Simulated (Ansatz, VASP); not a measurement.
**RbZnH3: VASP beside Ansatz**

Aim: how closely do two programs agree when they are given the same cell, functional and k mesh? The cell is generated by rule, not measured, and may not be a known phase. The cell is taken from a series of runs on this material, whose earlier steps may have relaxed, scaled, displaced or heated it; both programs get it as it stands.

Calculated with Ansatz 0.2.0; plane waves, with VASP 6.6.1 beside it; zone-centre phonons at PBEsol.

The structure was built from a prototype and need not be the compound's stable phase.

**1. Set-up**

The structure is monoclinic, space group P2_1 (No. 4). Conventional cell: a = 5.714 Å, b = 4.790 Å, c = 6.638 Å, α = 90.00°, β = 113.27°, γ = 90.00°. Nearest to Rb lie 8 H at 2.78 to 3.13 Å. Nearest to Zn lie 4 H at 1.61 to 1.74 Å. Nearest to H lie 3 Zn at 1.68 to 3.07 Å and 6 H at 2.60 to 2.74 Å and 2 Rb at 3.05 to 3.12 Å. H has 1 Zn at 1.61 Å and 4 H at 2.60 to 2.96 Å and 3 Rb at 2.78 to 3.13 Å nearest. Nearest to H lie 1 Zn at 1.61 Å and 4 H at 2.61 to 2.96 Å and 3 Rb at 2.81 to 2.96 Å. Farther neighbours are not listed.

**2. Ansatz: zone-centre phonons, PBEsol**

Ansatz runs on its PAW soft_1 files.

Second derivatives magnify differences that forces hide, and they need a tight electronic threshold.

input.yaml reads:

```yaml
crystal:
  lattice:
    - [5.7144655848, 0.0, 0.0]
    - [0.0, 4.7896662081, 0.0]
    - [-2.6225484302, 0.0, 6.0978403784]
  atoms:
    - { symbol: Rb, position: [0.1470663663, 0.5069953191, 0.2831887726] }
    - { symbol: Rb, position: [0.8529336337, 0.0069953191, 0.7168112274] }
    - { symbol: Zn, position: [0.4234440966, 0.4635378929, 0.8558815915] }
    - { symbol: Zn, position: [0.5765559034, 0.9635378929, 0.1441184085] }
    - { symbol: H, position: [0.4407958595, 0.103283398, 0.892976179] }
    - { symbol: H, position: [0.8797076666, 0.013201773, 0.2542639863] }
    - { symbol: H, position: [0.5592041405, 0.603283398, 0.107023821] }
    - { symbol: H, position: [0.5874041433, 0.5114552422, 0.7103683928] }
    - { symbol: H, position: [0.1202923334, 0.513201773, 0.7457360137] }
    - { symbol: H, position: [0.4125958567, 0.0114552422, 0.2896316072] }
kpoints:
  mp_grid: { grid: [4, 4, 4] }
hamiltonian:
  xc: pbesol
  pseudopotentials: { kind: paw, azcp: { folder: soft_1 }, xc_functional: pbe }
scf:
  occupations: { method: fixed }
output:
  eigenvalues: true
phonons:
  method: dfpt
  dielectric: true
  rigid_motions: translations
```

Launch:

```sh
> ansatz run input.yaml --threads 4 --pin off --max-ram 16384MiB --backend cpu --events-out ev --progress --plain --runs-dir out
```

Numbers of over 12 decimals in the logs are rounded to 6 here.

What it wrote:

```text
Engine: ansatz 0.2.0, aarch64-unknown-linux-gnu
Pseudopotentials: kind: paw
Pseudopotential: Rb, paw, valence charge 9, recommended cutoff 420 eV (normal), soft_1/Rb.paw.azcp
Pseudopotential: Zn, paw, valence charge 12, recommended cutoff 420 eV (normal), soft_1/Zn.paw.azcp
Pseudopotential: H, paw, valence charge 1, recommended cutoff 420 eV (normal), soft_1/H.paw.azcp
Functional definition: PBEsol
  exchange = pbesol_x
  correlation = pbesol_c
Crystal: 10 atoms, lattice volume = 166.900 Å³
Basis set: ecut = 420 eV, 3261 PW (Γ), exchange–correlation on 80×72×90 points (8 copies of the dense FFT grid, shifted against one another)
Bands: 34, of which v1, the nominal top of the filled ones, is band 24 counted from 1 (23 counted from 0)
Symmetry: 2 space group operations
k-points: 36 of 64 (irreducible under 1 space group operation, time reversal used)
Non-local potential: Rb, projectors of the file, l = 0: 3, l = 1: 2, l = 2: 2
Non-local potential: Zn, projectors of the file, l = 0: 2, l = 1: 2, l = 2: 3, l = 3: 1
Non-local potential: H, projectors of the file, l = 0: 2, l = 1: 1
PAW form: soft (Blöchl's): semilocal exchange-correlation on the pseudo side does not see the compensation charge
PAW frozen core: Rb, regenerated for the run's functional, and the local potential with it (the file was generated under x = pbe(κ = 0.804, μ = 0.219515), c = pbe(β = 0.066725))
PAW frozen core: Zn, regenerated for the run's functional, and the local potential with it (the file was generated under x = pbe(κ = 0.804, μ = 0.219515), c = pbe(β = 0.066725))
PAW one-centre angular grid: Rb, 110 points (default); XC on 64 Gauss nodes
PAW one-centre angular grid: Zn, 590 points (default); XC on 64 Gauss nodes
PAW one-centre angular grid: H, 110 points (default); XC on 64 Gauss nodes
Initial density: superposition of atomic densities (chi_scale 0.1, normalization cell, long waves kept (reshape's long-wave potential 0.06 eV rms))
Initial wavefunctions: pseudopotential atomic-orbital guess
Functional: x = pbesol(κ = 0.804, μ = 0.123457), c = pbesol(β = 0.046)
SCF iter   1: F=—  HF=-13095.763002 eV  |F-HF|=—  |Δ(HF+E_count)|=         —  Δρ=1.18e-1  dr2=1.80e1  ethr=3.10e-3  ⟨swp⟩=4.8  Hψ=4831  notcnv=0  defer=271
preconditioner: auto → Resta (q_TF=auto, 2.217 Å⁻¹)  ε∞=4.4  [insulator: Δε(μ)=2.482 eV  Ē_g=10.302 eV  n_scr=28 (ndim 8)  ℏωp=19.1 eV  f_vac=0.000  ε∞_Penn≈4.4]
SCF iter   2: F=—  HF=-13092.774560 eV  |F-HF|=—  |Δ(HF+E_count)|=    2.99e0  Δρ=6.24e-2  dr2=3.07e0  ethr=3.10e-3  ⟨swp⟩=3.1  Hψ=3049  notcnv=0  defer=252
SCF iter   3: F=—  HF=-13091.384325 eV  |F-HF|=—  |Δ(HF+E_count)|=    1.39e0  Δρ=1.71e-2  dr2=5.68e-1  ethr=3.10e-3  ⟨swp⟩=2.0  Hψ=2319  notcnv=0  defer=154
SCF iter   4: F=—  HF=-13091.283563 eV  |F-HF|=—  |Δ(HF+E_count)|=   1.01e-1  Δρ=5.12e-3  dr2=4.23e-2  ethr=1.18e-3  ⟨swp⟩=2.0  Hψ=2161  notcnv=0  defer=285
SCF iter   5: F=—  HF=-13091.308456 eV  |F-HF|=—  |Δ(HF+E_count)|=   2.49e-2  Δρ=3.28e-3  dr2=1.36e-2  ethr=8.80e-5  ⟨swp⟩=3.0  Hψ=1814  notcnv=0  defer=288
SCF iter   6: F=—  HF=-13091.309546 eV  |F-HF|=—  |Δ(HF+E_count)|=   1.09e-3  Δρ=3.95e-4  dr2=2.90e-4  ethr=2.83e-5  ⟨swp⟩=2.9  Hψ=1801  notcnv=0  defer=288
SCF iter   7: F=—  HF=-13091.310308 eV  |F-HF|=—  |Δ(HF+E_count)|=   7.62e-4  Δρ=6.07e-4  dr2=3.83e-4  ethr=6.04e-7  ⟨swp⟩=2.8  Hψ=2426  notcnv=0  defer=287
SCF iter   8: F=—  HF=-13091.310229 eV  |F-HF|=—  |Δ(HF+E_count)|=   7.84e-5  Δρ=1.53e-4  dr2=2.79e-5  ethr=6.04e-7  ⟨swp⟩=2.0  Hψ=1650  notcnv=0  defer=267
SCF iter   9: F=—  HF=-13091.310224 eV  |F-HF|=—  |Δ(HF+E_count)|=   5.24e-6  Δρ=1.73e-5  dr2=3.89e-7  ethr=5.81e-8  ⟨swp⟩=2.0  Hψ=1670  notcnv=0  defer=157
SCF iter  10: F=—  HF=-13091.310229 eV  |F-HF|=—  |Δ(HF+E_count)|=   4.77e-6  Δρ=3.21e-6  dr2=1.83e-8  ethr=8.10e-10  ⟨swp⟩=2.0  Hψ=1676  notcnv=0  defer=132
SCF iter  11: F=—  HF=-13091.310229 eV  |F-HF|=—  |Δ(HF+E_count)|=   5.43e-9  Δρ=5.00e-7  dr2=4.03e-10  ethr=3.82e-11  ⟨swp⟩=2.0  Hψ=1892  notcnv=0  defer=132
SCF iter  12: F=-13091.310229 eV  HF=-13091.310229 eV  |F-HF|=9.09e-12  |Δ(HF+E_count)|=  4.40e-10  Δρ=2.01e-7  dr2=6.06e-11  ethr=1.00e-12  ⟨swp⟩=17.8  Hψ=9593  notcnv=0
SCF 1 converged in 12 iterations: F = -13091.310229 eV  dr2 = 6.06e-11
  greatest PAW one-centre occupation: 0.982 electrons in one spin orbital (limit 2), on the Zn atom at site 3 (counted from 0), in its partial waves of l = 2
NSCF: frozen V_eff on 2 k-points
DFPT response loops at Γ: preconditioner auto → Resta (q_TF=auto, 2.217 Å⁻¹)  ε∞=4.1 (no band partly filled); β = 1.00, the filter's whole step (`scf.mixing.beta` (0.50) is not read by the response loops at its default; to damp them type it under 1.00, their step now; it binds the ground state too); Broyden in place of MSR1
── the response to a field inside a basis, on 8×8×6 k-points: an SCF that follows is theirs, and a resumed run solves both again ──
[...]
E_hartree    = 2270.074933
  E_xc         = -454.322576
  E_vxc        = -429.195538  (∫ρ·V_xc dr)
  E_paw        = -8865.914376  (= ΣΔE_a)
  E_vpaw       = -919.550040  (= ΣTr[D̂ρ^β])
  E_aug_tail   = -0.006085  (compensation charges beyond the density's cutoff)
  E_ewald      = -2603.692358
  E_core_change = 1.842054  (= ΣΔE_core)
  E_smearing   = -0.000000  (= −TS)
  E_closure    = 0.000000  (closes the sum)
  Σ components = -13091.310229   (vs F -13091.310229, Δ=0.00e0)
--- Band table (eV; the first three rows and the last of 36) ---
  k-point 0: bands = [... 20 lower, 1.3329, 1.3641, 1.4406, 1.9034, 5.8874, 6.4986, 6.8418, 7.5837, ... 6 higher]
  k-point 1: bands = [... 20 lower, 1.3205, 1.4290, 1.6049, 2.0123, 5.8341, 5.9595, 6.9601, 7.5729, ... 6 higher]
  k-point 2: bands = [... 20 lower, 1.3262, 1.4881, 1.7364, 2.1270, 5.6620, 5.6717, 6.8915, 7.2160, ... 6 higher]
  k-point 35: bands = [... 20 lower, 0.9990, 0.9990, 1.2682, 1.2682, 6.3189, 6.3189, 8.4362, 8.4362, ... 6 higher]
--- Phonons (Γ-DFPT): 15 representative perturbations + reference, on 36 of 64 k-points (Σ response iterations 55) ---
  k mesh reduced under 1 symmetry operation, with k and −k counted as one. Each operation leaves every solved perturbation unchanged. A smaller set is not considered because the run solves the response to a homogeneous field
  ASR residual: 2.599e-4 → 0.000e0 eV/Å²; symmetrization residual: 7.717e-7 eV/Å²
  ASR residual per site (eV/Å²): 5.27e-5 5.27e-5 2.60e-4 2.60e-4 2.43e-5 1.49e-5 2.43e-5 1.87e-5 1.49e-5 1.87e-5
  Γ frequencies (cm⁻¹): 0.00 0.00 0.00 43.29 62.81 64.74 67.85 84.69 90.48 105.08 122.18 125.89 183.82 314.63 437.52 562.09 571.59 606.25 633.27 635.65 673.74 704.47 840.49 1024.23 1465.46 1505.29 1569.63 1585.08 1632.61 1649.02
  ε∞ (high-frequency dielectric tensor):
        3.181336     0.000000    -0.001634
        0.000000     3.581874     0.000000
       -0.001634     0.000000     3.053798
  ε⁰ (static dielectric tensor: ions relaxed, cell fixed):
        6.345620    -0.000000    -0.579822
       -0.000000     6.372834     0.000000
       -0.579822     0.000000    10.438768
  ε⁰ − ε∞ (ionic part):
        3.164284    -0.000000    -0.578188
       -0.000000     2.790960     0.000000
       -0.578188     0.000000     7.384970
  softest optical mode at Γ: 43.29 cm⁻¹; the repairs (sum rule, projections) moved no ω² at Γ by more than (3.70 cm⁻¹)²
  Born effective charges Z* (e; rows j = field, columns β = displacement):
    site 0:
         1.20634   -0.00284    0.00422
        -0.00056    1.07247   -0.02914
         0.00291   -0.02044    1.14955
    site 1:
         1.20634    0.00284    0.00422
         0.00056    1.07247    0.02914
         0.00291    0.02044    1.14955
    site 2:
         0.80732   -0.01663   -0.01250
         0.01627    1.29918    0.22764
        -0.01400   -0.15591    0.77964
    site 3:
         0.80732    0.01663   -0.01250
        -0.01627    1.29918   -0.22764
        -0.01400    0.15591    0.77964
    site 4:
        -0.37063    0.01740   -0.01837
         0.01901   -1.08477    0.23004
        -0.01662    0.21858   -0.61397
    site 5:
[...]
site 6:
[...]
site 7:
[...]
site 8:
[...]
site 9:
[...]
Z* charge neutrality: 3.353e-3 e pre-enforcement
  solved inside a basis spanned on kpoints, on 8×8×6 k-points, its susceptibility summed on 8×10×8: ε∞ is read to err by 9.9e-3, Z* by 1.3e-2 e (field_mesh: kpoints solves on kpoints); Z* is corrected for what the basis lacks
  optical modes at Γ without the LO–TO term, one row a degenerate level:
      ω (cm⁻¹)  modes    IR ((D/Å)²/amu)
[...]
optical modes at Γ + LO–TO along q̂ = [1.0000, 0.0000, 0.0000]:
      ω (cm⁻¹)  modes    IR ((D/Å)²/amu)
[...]
optical modes at Γ + LO–TO along q̂ = [0.0000, 1.0000, 0.0000]:
      ω (cm⁻¹)  modes    IR ((D/Å)²/amu)
[...]
optical modes at Γ + LO–TO along q̂ = [0.0000, 0.0000, 1.0000]:
      ω (cm⁻¹)  modes    IR ((D/Å)²/amu)
[...]
840.49      1            15.7405
       1032.23      1             4.2391
       1493.00      1            19.3492
       1505.29      1            22.9341
       1569.95      1            51.5701
       1585.08      1             0.0000
       1646.90      1            14.0221
       1649.02      1             0.3007
```

(Continued in part 2 of 3.)

[Lines on the potential files, build, host, timing and source positions are cut from VASP's logs without a mark.]

[Logs are printed without paths, hosts, clocks, repeated set-up lines and the standing remarks that a program may print on its own settings, such as how far it seeks lower states.]

[Hosts, paths, dates, database ids (printed as entryN), source tags and the programs' standing remarks are cut or masked in the printed files.]
